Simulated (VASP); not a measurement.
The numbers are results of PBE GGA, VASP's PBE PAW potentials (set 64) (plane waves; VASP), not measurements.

VASP input:

### KPOINTS
```
K-points
0
gamma
10 10 10
0 0 0
```

**POSCAR**
```
GaN
1
    0.0000000000     2.2750713720     2.2750713720
    2.2750713720     0.0000000000     2.2750713720
    2.2750713720     2.2750713720     0.0000000000
Ga N
1 1
Direct
  0.0000000000   0.0000000000   0.0000000000
  0.2500000000   0.2500000000   0.2500000000
```

**INCAR**
```
ALGO = Normal
EDIFF = 1E-7
ENCUT = 600
GGA = PE
ISIF = 2
ISMEAR = 0
LASPH = .TRUE.
LCHARG = .FALSE.
LMAXMIX = 4
LREAL = .FALSE.
LWAVE = .FALSE.
NELM = 100
PREC = Accurate
SIGMA = 0.05
SYSTEM = GaN
```

POTCAR, in this order: Ga_d N (PBE.64 set). Program: vasp_std.

Output

OSZICAR:
```
       N       E                     dE             d eps       ncg     rms          rms(c)
DAV:   1     0.957150980345E+02    0.95715E+02   -0.10642E+04  1286   0.267E+03
DAV:   2    -0.553713056622E+01   -0.10125E+03   -0.95105E+02  1373   0.388E+02
DAV:   3    -0.139478462730E+02   -0.84107E+01   -0.83478E+01  1397   0.986E+01
DAV:   4    -0.141086789929E+02   -0.16083E+00   -0.16070E+00  1450   0.143E+01
DAV:   5    -0.141112284550E+02   -0.25495E-02   -0.25493E-02  1367   0.158E+00    0.761E+00
DAV:   6    -0.121535855888E+02    0.19576E+01   -0.60384E+00  1888   0.483E+01    0.266E+00
DAV:   7    -0.121635378432E+02   -0.99523E-02   -0.35196E-01  1227   0.835E+00    0.175E+00
DAV:   8    -0.121603575678E+02    0.31803E-02   -0.76781E-02  1393   0.451E+00    0.829E-01
DAV:   9    -0.121547384133E+02    0.56192E-02   -0.22597E-02  1858   0.375E+00    0.203E-01
DAV:  10    -0.121551022610E+02   -0.36385E-03   -0.17593E-03  1370   0.678E-01    0.822E-02
DAV:  11    -0.121550309666E+02    0.71294E-04   -0.30683E-04  1813   0.340E-01    0.116E-02
DAV:  12    -0.121550368256E+02   -0.58590E-05   -0.29624E-05  1345   0.749E-02    0.803E-03
DAV:  13    -0.121550366341E+02    0.19153E-06   -0.16459E-06  1427   0.127E-02    0.233E-03
DAV:  14    -0.121550365748E+02    0.59292E-07   -0.13647E-07   955   0.369E-03
   1 F= -.12155037E+02 E0= -.12155037E+02  d E =-.309869E-17
```

OUTCAR:
```
------------------------ aborting loop because EDIFF is reached ----------------------------------------
  FORCE on cell =-STRESS in cart. coord.  units (eV):
  Direction    XX          YY          ZZ          XY          YZ          ZX
  --------------------------------------------------------------------------------------
  Total       -0.0360707     -0.0360707     -0.0360707     -0.0000000      0.0000000      0.0000000
  in kB       -2.4538591     -2.4538591     -2.4538591     -0.0000000      0.0000000      0.0000000
  external PRESSURE =      -2.4538591 kB  Pullay stress =       0.0000000 kB
  volume of cell :       23.55
      direct lattice vectors                 reciprocal lattice vectors
     0.000000000  2.275071372  2.275071372    -0.219773325  0.219773325  0.219773325
     2.275071372  0.000000000  2.275071372     0.219773325 -0.219773325  0.219773325
     2.275071372  2.275071372  0.000000000     0.219773325  0.219773325 -0.219773325
  FREE ENERGIE OF THE ION-ELECTRON SYSTEM (eV)
  ---------------------------------------------------
  free  energy   TOTEN  =       -12.1550365748 eV

  energy  without entropy=      -12.1550365748  energy(sigma->0) =      -12.15503657
```
(Selected blocks of OUTCAR.)

The compound is GaN in the zinc blende structure, a metastable form; wurtzite is the usual one. It was relaxed first.
